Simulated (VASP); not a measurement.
A convergence study with VASP on WC (space group no. 187 when undisturbed): one setting is varied, all else stays as given below, so the limit is that of these other settings. One atom is moved off its site, so that forces are finite.

```xyz
2
Lattice="1.4623 -2.5327 0.0000 1.4623 2.5327 0.0000 0.0000 0.0000 2.8542" Properties=species:S:1:pos:R:3 pbc="T T T"
W      0.0000     0.0000     0.0500
C      1.4623     0.8442     1.4271
```

Computed with LDA (Ceperley-Alder, Perdew-Zunger), VASP's LDA PAW potentials (set 64) (plane waves; VASP 6.6.1). The tightest run used: 400 eV cut-off, 18×18×16 Γ-centred mesh, Gaussian smearing of 0.10 eV, potentials W_sv C.

**Question.** The settings run are 2×2×2 mesh; 3×3×2 mesh; 3×3×3 mesh; 4×4×3 mesh; 4×4×4 mesh; 5×5×4 mesh; 5×5×5 mesh; 6×6×5 mesh; 6×6×6 mesh; 7×7×6 mesh; 7×7×7 mesh; 8×8×7 mesh; 9×9×8 mesh; 10×10×9 mesh; 11×11×10 mesh; 12×12×11 mesh; 14×14×12 mesh; 15×15×13 mesh; 17×17×15 mesh; 18×18×16 mesh. From which on does the energy per atom stay within 0.01 eV/atom of the tightest run?

**Answer.** From 5×5×5 mesh on: it is off by 0.0046 there and by no more than 0.01 in any finer run, while 5×5×4 mesh is off by 0.0224.
```
setting        E (eV/atom)  pressure (GPa)  largest force (eV/Å)  irreducible k-points  difference judged (eV/atom)
-------------  -----------  --------------  --------------------  --------------------  ---------------------------
2×2×2 mesh        -11.8817          -10.17                 0.032                     4                       0.4469
3×3×2 mesh        -12.0984          -10.12                 0.394                     6                       0.2302
3×3×3 mesh        -12.1766           -9.91                 0.759                     7                       0.1519
4×4×3 mesh        -12.2300          -12.54                 0.407                     9                       0.0986
4×4×4 mesh        -12.3003          -14.17                 0.504                    13                       0.0282
5×5×4 mesh        -12.3061          -14.22                 0.463                    17                       0.0224
5×5×5 mesh        -12.3240          -14.49                 0.505                    19                       0.0046
6×6×5 mesh        -12.3246          -14.59                 0.585                    27                       0.0040
6×6×6 mesh        -12.3262          -14.79                 0.599                    34                       0.0023
7×7×6 mesh        -12.3236          -14.40                 0.625                    40                       0.0050
7×7×7 mesh        -12.3256          -14.45                 0.622                    44                       0.0029
8×8×7 mesh        -12.3305          -14.86                 0.625                    55                       0.0020
9×9×8 mesh        -12.3285          -14.79                 0.621                    81                       0.0000
10×10×9 mesh      -12.3305          -14.75                 0.625                   102                       0.0020
11×11×10 mesh     -12.3291          -14.74                 0.611                   136                       0.0006
12×12×11 mesh     -12.3297          -14.71                 0.629                   174                       0.0012
14×14×12 mesh     -12.3285          -14.77                 0.629                   248                       0.0001
15×15×13 mesh     -12.3290          -14.85                 0.618                   303                       0.0004
17×17×15 mesh     -12.3289          -14.83                 0.619                   432                       0.0003
18×18×16 mesh     -12.3285          -14.81                 0.619                   522                       0.0000
```

Left out are rungs that failed or repeat a setting and relaxations that didn't move; long series are thinned to 24 rows.

The structure is a typed WC crystal (space group no. 187). The cell was not relaxed at this level, it is distorted from the ideal structure.
